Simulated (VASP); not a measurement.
Something may be wrong with this VASP 6.6.1 calculation of Hf.

Contents of INCAR:

```
SYSTEM = Hf
PREC = Accurate ; ENCUT = 600
EDIFF = 1E-14 ; ISMEAR = -1
SIGMA = 0.05 ; LREAL = .False.
LASPH = .True. ; NELM = 64
ALGO = Normal ; ISIF = 2
LWAVE = .False. ; LCHARG = .True.
LDIPOL = .True. ; IDIPOL = 3
DIPOL = 0.5 0.5 0.500 ; GGA = PE
LELF = .True. ; LVHAR = .True.
LVACPOTAV = .True.
```

File KPOINTS:

```
Automatic mesh
0
Gamma
  7 7 1
  0 0 0
```

The input POSCAR:

```
Hf
1.0
    3.1966985242      0.0000000000      0.0000000000
   -1.5983492621      2.7684221302      0.0000000000
    0.0000000000      0.0000000000     30.1734000000
Hf
7
Direct
    0.6666666667      0.3333333334      0.2485633041
    0.3333333333      0.6666666666      0.3323755361
    0.6666666667      0.3333333334      0.4161877680
    0.3333333333      0.6666666666      0.5000000000
    0.6666666667      0.3333333334      0.5838122320
    0.3333333333      0.6666666666      0.6676244639
    0.6666666667      0.3333333334      0.7514366959
```

Potentials or basis: VASP PAW PBE potentials, release 64 (Hf_pv).

The run is started by

```bash
$ cat potpaw_PBE.64/Hf_pv/POTCAR > POTCAR
$ mpirun -np 1 vasp_std > vasp.out
```

OUTCAR:

```text
SYSTEM = Hf
   PREC = Accurate
   ENCUT = 600
   EDIFF = 1E-14
   ISMEAR = -1
   LREAL = .False.
   LASPH = .True.
   NELM = 64
   ISIF = 2
   GGA = PE

 ion  position               nearest neighbor table
   1  0.667  0.333  0.249-   2 3.13   2 3.13   2 3.13
   2  0.333  0.667  0.332-   3 3.13   3 3.13   3 3.13   1 3.13   1 3.13   1 3.13
   3  0.667  0.333  0.416-   2 3.13   2 3.13   2 3.13   4 3.13   4 3.13   4 3.13
   4  0.333  0.667  0.500-   3 3.13   5 3.13   3 3.13   5 3.13   3 3.13   5 3.13
   5  0.667  0.333  0.584-   6 3.13   6 3.13   6 3.13   4 3.13   4 3.13   4 3.13
   6  0.333  0.667  0.668-   5 3.13   5 3.13   5 3.13   7 3.13   7 3.13   7 3.13
[... 192 lines left out ...]
  external PRESSURE =      18.2890687 kB  Pullay stress =       0.0000000 kB

 VOLUME and BASIS-vectors are now :
 -----------------------------------------------------------------------------
  energy-cutoff  :      600.00
  volume of cell :      267.03
      direct lattice vectors                 reciprocal lattice vectors
     3.196698524  0.000000000  0.000000000     0.312822743  0.180608295  0.000000000
    -1.598349262  2.768422130  0.000000000     0.000000000  0.361216589  0.000000000
     0.000000000  0.000000000 30.173400000     0.000000000  0.000000000  0.033141774

 POSITION                                       TOTAL-FORCE (eV/Angst)
 -----------------------------------------------------------------------------------
      1.59835      0.92281      7.50000        -0.000000     -0.000000      0.050234
     -0.00000      1.84561     10.02890        -0.000000      0.000000     -1.481745
      1.59835      0.92281     12.55780         0.000000     -0.000000      0.156748
     -0.00000      1.84561     15.08670         0.000000     -0.000000      0.000000
      1.59835      0.92281     17.61560         0.000000     -0.000000     -0.156748
     -0.00000      1.84561     20.14450         0.000000      0.000000      1.481745
      1.59835      0.92281     22.67340        -0.000000     -0.000000     -0.050234
 -----------------------------------------------------------------------------------
    total drift:                               -0.000000     -0.000000      0.000000

  FREE ENERGIE OF THE ION-ELECTRON SYSTEM (eV)
  ---------------------------------------------------
  free  energy   TOTEN  =       -68.0349576651 eV

  energy  without entropy=      -67.9638908609  energy(sigma->0) =      -67.99942426
```

On the terminal:

```text
POSCAR found type information on POSCAR Hf
[... 60 lines left out ...]

 deleting file STOPCAR
```

Problem. Diagnose the run.

Solution. The calculation hadn't finished when its time ran out. The input holds a flaw that was put in on purpose: threshold below the noise (EDIFF = 1e-14).

A sound run on the same cell differs in these lines of the main input:
```diff
@@ -3 +3 @@
-EDIFF = 1E-14 ; ISMEAR = -1
+EDIFF = 1E-7 ; ISMEAR = -1
@@ -5 +5 @@
-LASPH = .True. ; NELM = 64
+LASPH = .True. ; NELM = 60
```
